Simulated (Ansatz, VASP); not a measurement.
# Cross-check of Be4P2O between VASP and Ansatz

Aim: how closely do two programs agree when they are given the same cell, functional and k mesh? The cell is generated by rule, not measured, and may not be a known phase. The cell is taken from a series of runs on this material, whose earlier steps may have relaxed, scaled, displaced or heated it; both programs get it as it stands.

Calculated with Ansatz 0.2.0; plane waves, with VASP 6.6.1 beside it; zone-centre phonons at PBEsol.

The structure was built from a prototype and need not be the compound's stable phase.

## 1. The structure

It takes space group Fmm2 (No. 42, orthorhombic). The conventional cell has a = 5.505 Å, b = 10.116 Å, c = 5.382 Å, α = 90.00°, β = 90.00°, γ = 90.00°. Nearest to Be lie 2 O at 1.65 to 2.21 Å and 1 Be at 2.18 Å and 2 P at 2.30 Å. Nearest to Be lie 1 O at 1.65 Å and 2 P at 2.11 to 2.13 Å. Nearest to P lie 4 Be at 2.11 to 2.30 Å. Nearest to O lie 4 Be at 1.65 Å. Farther neighbours and most contacts between anions are not listed.

Structure file:

```xyz
7
Lattice="0.0000 5.0581 2.6910 2.7524 0.0000 2.6910 2.7524 5.0581 0.0000" Properties=species:S:1:pos:R:3 pbc="T T T"
Be    3.8443    5.0581    4.1247
Be    1.6605    5.0581    4.1247
Be    2.7524    3.5450    2.2219
Be    2.7524    6.5712    2.2219
P     2.7524    1.5085    2.7856
P     2.7524    8.6077    2.7856
O     2.7524    5.0581    2.8859
```

## 2. VASP: zone-centre phonons, PBEsol

Second derivatives magnify differences that forces hide, and they need a tight electronic threshold.

Lines of VASP's logs that name or quote its potential files are left out, and so is its time.

The input, INCAR:

```
SYSTEM = Be4P2O
PREC = Accurate
ENCUT = 600
EDIFF = 1E-08
NELM = 120
ISMEAR = 1
SIGMA = 0.2
LREAL = .FALSE.
ALGO = Normal
GGA = PS
NBANDS = 19
LORBIT = 11
LWAVE = .FALSE.
LCHARG = .FALSE.
ISIF = 2
IBRION = 8
LASPH = .TRUE.
GGA_COMPAT = .FALSE.
KPAR = 2
```

The input, POSCAR:

```
Be4P2O
1.0
    0.0000000000      5.0580962114      2.6910100678
    2.7523757566      0.0000000000      2.6910100678
    2.7523757566      5.0580962114      0.0000000000
Be P O
4 2 1
Direct
    0.5680246759      0.9647351277      0.4319753241
    0.9647351277      0.5680246759      0.0352648723
    0.2632590874      0.5623994811      0.4376005189
    0.5623994811      0.2632590874      0.7367409126
    0.1666975459      0.8684644345      0.1315355655
    0.8684644345      0.1666975459      0.8333024541
    0.5362064564      0.5362064564      0.4637935436
```

The input, KPOINTS:

```
Automatic mesh
0
Gamma
10 10 10
0 0 0
```

The projector-augmented-wave data sets are Be, P and O (PBE family, release 64).

Started as:

```sh
$ mpirun -np 2 vasp_std
```

Numbers of over 12 decimals in the logs are rounded to 6 here.

The log of the run:

```text
[banner, memory and clock lines left out]
running    2 mpi-ranks, on    1 nodes
 distrk:  each k-point on    1 cores,    2 groups
 distr:  one band on    1 cores,    1 groups

 POSCAR found type information on POSCAR BeP O
 POSCAR found :  3 types and       7 ions
|                                                                             |
|               ----> ADVICE to this user running VASP <----                  |
|                                                                             |
|     You enforced a specific xc type in the INCAR file but a different       |
|     [... a line on the potential file left out ...]
|     I HOPE YOU KNOW WHAT YOU ARE DOING!                                     |
|                                                                             |

 LDA part: xc-table for (Slater+PW92), standard interpolation
 POSCAR, INCAR and KPOINTS ok, starting setup
 FFT: planning ... GRIDC
 FFT: planning ... GRID_SOFT
 FFT: planning ... GRID
 WAVECAR not read
 entering main loop
       N       E                     dE             d eps       ncg     rms          rms(c)
DAV:   1     0.822288070680E+02    0.82229E+02   -0.11825E+04  6498   0.125E+03
DAV:   2    -0.301678358589E+02   -0.11240E+03   -0.10845E+03  8232   0.227E+02
DAV:   3    -0.382634717298E+02   -0.80956E+01   -0.80019E+01  9091   0.622E+01
DAV:   4    -0.383579863841E+02   -0.94515E-01   -0.94388E-01  8661   0.718E+00
DAV:   5    -0.383588692493E+02   -0.88287E-03   -0.88268E-03  8968   0.716E-01    0.868E+00
DAV:   6    -0.371196489604E+02    0.12392E+01   -0.47635E+00  8202   0.169E+01    0.457E+00
DAV:   7    -0.370425031834E+02    0.77146E-01   -0.37533E-01  7501   0.469E+00    0.248E+00
DAV:   8    -0.370154102082E+02    0.27093E-01   -0.13874E-01  8320   0.252E+00    0.523E-01
DAV:   9    -0.370112250742E+02    0.41851E-02   -0.28934E-02  9366   0.143E+00    0.150E-01
DAV:  10    -0.370112863444E+02   -0.61270E-04   -0.34197E-03  7449   0.447E-01    0.532E-02
DAV:  11    -0.370113075073E+02   -0.21163E-04   -0.32421E-04  8200   0.123E-01    0.240E-02
DAV:  12    -0.370113051902E+02    0.23171E-05   -0.31647E-05  8937   0.442E-02    0.670E-03
DAV:  13    -0.370113050776E+02    0.11262E-06   -0.32732E-06  7594   0.142E-02    0.353E-03
DAV:  14    -0.370113051087E+02   -0.31048E-07   -0.29603E-07  8994   0.419E-03    0.712E-04
DAV:  15    -0.370113051104E+02   -0.17144E-08   -0.33531E-08  7068   0.127E-03
   1 F= -.37011305E+02 E0= -.37011540E+02  d E =0.704783E-03
 Linear response reoptimize wavefunctions to high precision
DAV:   1    -0.370113051005E+02    0.98563E-08   -0.29426E-08  7711   0.116E-03
DAV:   2    -0.370113051006E+02   -0.61050E-10   -0.76294E-10  4661   0.229E-04
 Linear response DOF=          12
 Linear response progress:
  Degree of freedom:   1/ 12
       N       E                     dE             d eps       ncg     rms          rms(c)
RMM:   1    -0.946904326508E-02   -0.94690E-02    0.20803E-02 28127   0.746E-01
RMM:   2    -0.908501926553E-02    0.38402E-03   -0.75781E-04 18410   0.171E-01    0.882E-02
RMM:   3    -0.897320716180E-02    0.11181E-03   -0.41591E-04 18675   0.984E-02    0.427E-02
RMM:   4    -0.902360878660E-02   -0.50402E-04   -0.71166E-05 19083   0.425E-02    0.165E-02
RMM:   5    -0.907007401613E-02   -0.46465E-04   -0.83111E-06 19798   0.161E-02    0.460E-03
RMM:   6    -0.908018725661E-02   -0.10113E-04   -0.67368E-07 19945   0.473E-03    0.910E-04
RMM:   7    -0.908027559064E-02   -0.88334E-07   -0.45501E-08 20345   0.119E-03    0.310E-04
RMM:   8    -0.907991891463E-02    0.35668E-06   -0.23799E-08 20571   0.406E-04    0.992E-05
RMM:   9    -0.907989816928E-02    0.20745E-07   -0.22688E-09 20622   0.175E-04    0.240E-05
RMM:  10    -0.907989318632E-02    0.49830E-08   -0.30251E-09 21151   0.661E-05    0.748E-06
 first order change of Fermi-energy   0.90432E-01
 force on displaced ion       1 direction 1 :  -6.716   0.000  -3.295
 Linear response progress:
  Degree of freedom:   2/ 12
       N       E                     dE             d eps       ncg     rms          rms(c)
RMM:   1    -0.112574191876E-01   -0.11257E-01    0.19748E-03 49632   0.630E-01
RMM:   2    -0.959297958980E-02    0.16644E-02   -0.89532E-04 32305   0.168E-01    0.717E-02
RMM:   3    -0.957744357809E-02    0.15536E-04   -0.84646E-05 34819   0.400E-02    0.355E-02
RMM:   4    -0.963888102653E-02   -0.61437E-04   -0.50318E-05 34542   0.292E-02    0.707E-03
RMM:   5    -0.965103240839E-02   -0.12151E-04   -0.34114E-06 36001   0.689E-03    0.194E-03
RMM:   6    -0.965048177373E-02    0.55063E-06   -0.32799E-07 36408   0.146E-03    0.784E-04
RMM:   7    -0.964961554134E-02    0.86623E-06   -0.14174E-08 36224   0.606E-04    0.143E-04
RMM:   8    -0.964949471605E-02    0.12083E-06   -0.27973E-08 37013   0.139E-04    0.469E-05
[...]
RMM:   9    -0.115140360037E-01    0.14861E-06    0.12559E-08 20800   0.121E-04    0.289E-05
RMM:  10    -0.115140486140E-01   -0.12610E-07    0.36775E-09 21105   0.573E-05    0.806E-06
RMM:  11    -0.115140508507E-01   -0.22368E-08    0.51919E-09 21645   0.421E-05    0.236E-06
 first order change of Fermi-energy  -0.23792E+00
 force on displaced ion       3 direction 2 :   0.000 -14.868  -0.136
 Linear response progress:
  Degree of freedom:   6/ 12
       N       E                     dE             d eps       ncg     rms          rms(c)
[...]
RMM:   3    -0.570268653679E-01   -0.37718E-04   -0.50989E-04 18624   0.986E-02    0.590E-02
RMM:   4    -0.572185838012E-01   -0.19172E-03   -0.10970E-04 19425   0.451E-02    0.205E-02
RMM:   5    -0.572681591538E-01   -0.49575E-04   -0.66754E-06 20030   0.138E-02    0.680E-03
RMM:   6    -0.572830198236E-01   -0.14861E-04   -0.15066E-07 20270   0.338E-03    0.372E-03
RMM:   7    -0.572867321111E-01   -0.37123E-05   -0.18032E-07 20077   0.142E-03    0.694E-04
RMM:   8    -0.572875905603E-01   -0.85845E-06   -0.59374E-08 20586   0.429E-04    0.195E-04
RMM:   9    -0.572878800913E-01   -0.28953E-06   -0.56970E-08 20919   0.172E-04    0.398E-05
RMM:  10    -0.572877727960E-01    0.10730E-06   -0.42657E-08 21178   0.122E-04    0.122E-05
RMM:  11    -0.572877713623E-01    0.14337E-08   -0.78104E-08 21789   0.100E-04    0.371E-06
 first order change of Fermi-energy   0.44944E+00
 force on displaced ion       5 direction 2 :   0.000 -14.620  -0.155
 Linear response progress:
  Degree of freedom:   9/ 12
       N       E                     dE             d eps       ncg     rms          rms(c)
RMM:   1    -0.559774897703E-01   -0.55977E-01   -0.70592E-03 27310   0.122E+00
RMM:   2    -0.513745030611E-01    0.46030E-02   -0.31618E-03 17431   0.312E-01    0.129E-01
RMM:   3    -0.515407593065E-01   -0.16626E-03   -0.57508E-04 18239   0.105E-01    0.588E-02
RMM:   4    -0.519091145312E-01   -0.36836E-03   -0.21135E-04 19030   0.576E-02    0.178E-02
RMM:   5    -0.519313410634E-01   -0.22227E-04   -0.72456E-06 19774   0.147E-02    0.620E-03
RMM:   6    -0.519420403592E-01   -0.10699E-04   -0.32830E-07 20291   0.296E-03    0.406E-03
RMM:   7    -0.519456333267E-01   -0.35930E-05   -0.38892E-07 20233   0.111E-03    0.710E-04
RMM:   8    -0.519469881936E-01   -0.13549E-05   -0.20268E-08 20511   0.351E-04    0.182E-04
RMM:   9    -0.519470094587E-01   -0.21265E-07   -0.68413E-09 20916   0.166E-04    0.333E-05
RMM:  10    -0.519469502265E-01    0.59232E-07   -0.92431E-09 21332   0.112E-04    0.111E-05
RMM:  11    -0.519469314485E-01    0.18778E-07   -0.29931E-08 21857   0.987E-05    0.599E-06
RMM:  12    -0.519469291272E-01    0.23213E-08   -0.45521E-08 22061   0.959E-05    0.144E-06
 first order change of Fermi-energy   0.88734E-01
 force on displaced ion       5 direction 3 :   0.000  -0.158  -9.981
 Linear response progress:
  Degree of freedom:  10/ 12
       N       E                     dE             d eps       ncg     rms          rms(c)
RMM:   1    -0.372428067558E+00   -0.37243E+00    0.57492E-01 22028   0.375E+00
RMM:   2    -0.366866853688E+00    0.55612E-02   -0.65157E-03 17615   0.485E-01    0.150E-01
RMM:   3    -0.368250830755E+00   -0.13840E-02   -0.10462E-03 18050   0.167E-01    0.768E-02
RMM:   4    -0.370094048936E+00   -0.18432E-02   -0.64987E-04 17707   0.133E-01    0.202E-02
RMM:   5    -0.370278555902E+00   -0.18451E-03   -0.27159E-05 19879   0.287E-02    0.289E-03
RMM:   6    -0.370271774727E+00    0.67812E-05   -0.46429E-07 20114   0.396E-03    0.808E-04
RMM:   7    -0.370275391070E+00   -0.36163E-05   -0.63268E-08 20371   0.100E-03    0.263E-04
RMM:   8    -0.370276140237E+00   -0.74917E-06   -0.32893E-08 20775   0.330E-04    0.417E-05
RMM:   9    -0.370276351027E+00   -0.21079E-06   -0.31577E-08 20955   0.181E-04    0.148E-05
RMM:  10    -0.370276382315E+00   -0.31288E-07   -0.31184E-08 21357   0.159E-04    0.176E-06
RMM:  11    -0.370276407998E+00   -0.25683E-07   -0.30771E-08 21316   0.153E-04    0.758E-07
RMM:  12    -0.370276402244E+00    0.57536E-08   -0.32545E-08 20702   0.152E-04    0.262E-07
 first order change of Fermi-energy  -0.31678E-04
 force on displaced ion       7 direction 1 :  -7.889   0.000  -0.011
 Linear response progress:
  Degree of freedom:  11/ 12
       N       E                     dE             d eps       ncg     rms          rms(c)
RMM:   1    -0.382075626589E+00   -0.38208E+00    0.58405E-01 22125   0.379E+00
RMM:   2    -0.373694897695E+00    0.83807E-02   -0.77242E-03 17738   0.521E-01    0.167E-01
RMM:   3    -0.374813515083E+00   -0.11186E-02   -0.16507E-03 17906   0.205E-01    0.839E-02
RMM:   4    -0.376604406346E+00   -0.17909E-02   -0.99212E-04 18584   0.153E-01    0.235E-02
RMM:   5    -0.376874080367E+00   -0.26967E-03   -0.45511E-05 19068   0.354E-02    0.388E-03
RMM:   6    -0.376905189735E+00   -0.31109E-04   -0.16285E-06 20682   0.668E-03    0.230E-03
RMM:   7    -0.376890318736E+00    0.14871E-04   -0.51175E-07 19184   0.274E-03    0.622E-04
RMM:   8    -0.376895623086E+00   -0.53044E-05   -0.56459E-08 20324   0.873E-04    0.260E-04
RMM:   9    -0.376892574133E+00    0.30490E-05   -0.56429E-08 19773   0.498E-04    0.585E-05
RMM:  10    -0.376892393894E+00    0.18024E-06   -0.28818E-08 20865   0.245E-04    0.138E-05
RMM:  11    -0.376892462414E+00   -0.68520E-07   -0.36505E-08 21345   0.195E-04    0.718E-06
RMM:  12    -0.376892462023E+00    0.39122E-09   -0.28039E-08 21875   0.186E-04    0.125E-06
 first order change of Fermi-energy   0.17978E-04
 force on displaced ion       7 direction 2 :  -0.000 -16.382   0.003
 Linear response progress:
  Degree of freedom:  12/ 12
       N       E                     dE             d eps       ncg     rms          rms(c)
RMM:   1    -0.373672628991E+00   -0.37367E+00    0.63937E-01 13484   0.386E+00
RMM:   2    -0.367197566471E+00    0.64751E-02   -0.72057E-03 10656   0.515E-01    0.168E-01
RMM:   3    -0.368482930592E+00   -0.12854E-02   -0.16798E-03 11086   0.207E-01    0.826E-02
RMM:   4    -0.369972779205E+00   -0.14898E-02   -0.45140E-04 10960   0.117E-01    0.292E-02
RMM:   5    -0.370514238342E+00   -0.54146E-03   -0.59631E-05 11917   0.392E-02    0.118E-02
RMM:   6    -0.370536174083E+00   -0.21936E-04   -0.51840E-06 11692   0.125E-02    0.215E-03
RMM:   7    -0.370569692994E+00   -0.33519E-04   -0.73185E-07 12269   0.436E-03    0.879E-04
RMM:   8    -0.370561527016E+00    0.81660E-05   -0.81793E-08 12071   0.118E-03    0.259E-04
RMM:   9    -0.370561934316E+00   -0.40730E-06   -0.33044E-08 12682   0.345E-04    0.697E-05
RMM:  10    -0.370561138848E+00    0.79547E-06   -0.33300E-08 12547   0.226E-04    0.336E-05
RMM:  11    -0.370561570466E+00   -0.43162E-06   -0.34033E-08 13033   0.199E-04    0.715E-06
RMM:  12    -0.370561550681E+00    0.19785E-07   -0.30318E-08 13268   0.170E-04    0.386E-06
RMM:  13    -0.370561546357E+00    0.43244E-08   -0.35612E-08 13564   0.164E-04    0.483E-07
 first order change of Fermi-energy  -0.43777E+00
 force on displaced ion       7 direction 3 :  -0.000   0.000 -13.314
 Linear response finished
```

[end of part 1 of 2]

[Lines on the potential files, build, host, timing and source positions are cut from VASP's logs without a mark.]

[Logs are printed without paths, hosts, clocks, repeated set-up lines and the standing remarks that a program may print on its own settings, such as how far it seeks lower states.]

[Hosts, paths, dates, database ids (printed as entryN), source tags and the programs' standing remarks are cut or masked in the printed files.]
